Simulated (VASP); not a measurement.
Energy against volume of MgH2 (rutile). Calculation: r2SCAN+rVV10, VASP's PBE PAW potentials (set 64) (plane waves; VASP 6.6.1). Run with 520 eV cut-off, 5×5×7 Γ-centred mesh, Gaussian smearing of 0.050 eV, potentials Mg H.

Shape and ions are relaxed at each volume.

```tsv
V (Å³/atom)	E (eV/atom)
9.331	-3.88963
9.629	-3.89470
9.926	-3.89636
10.224	-3.89502
```

Question: Fit these four points and predict the energy of the run at 10.522 Å³/atom.

Answer: A cubic in V^(−2/3), the third-order Birch-Murnaghan form, passes through the four points with V0 = 9.94 Å³/atom and B0 = 54 GPa, and gives -3.8910 eV/atom there. The run gave -3.8911 eV/atom, -0.1 meV/atom from the fit; all five points give B0 = 53 GPa.

The compound is MgH2 in the rutile structure. It was relaxed first.
